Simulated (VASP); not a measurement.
```
CELL_PARAMETERS angstrom
      2.65305     0.00000     0.00000
     -1.32652     2.29761     0.00000
      0.00000     0.00000    16.52821
ATOMIC_POSITIONS crystal
  Ir 0.66667 0.33333 0.50000
  O  0.33333 0.66667 0.42352
  O  0.33333 0.66667 0.57648
```

Computed with PBE GGA, VASP's PBE PAW potentials (set 64) (plane waves; VASP). Settings: 400 eV cut-off, 14×14×1 Γ-centred mesh, Gaussian smearing of 0.050 eV, potentials Ir O.

The cell holds a wide vacuum, so values per volume refer to the whole cell.

Task: Give the energies of bands 5 to 13 at the high-symmetry points, in eV from the Fermi level.

Result: 
| band | Γ | M | K |
|---|---|---|---|
| 5 | -7.65 | -8.06 | -7.41 |
| 6 | -5.71 | -7.70 | -7.25 |
| 7 | -5.71 | -4.74 | -5.56 |
| 8 | -4.49 | -4.51 | -5.44 |
| 9 | -2.81 | -3.63 | -4.04 |
| 10 | -0.28 | -0.11 | -1.59 |
| 11 | -0.28 | 0.18 | 1.28 |
| 12 | 0.08 | 1.27 | 1.69 |
| 13 | 0.08 | 2.21 | 2.05 |

It has no gap at this level: it comes out as a metal or semimetal.

The cell is a sheet with vacuum, built from a generated structure.
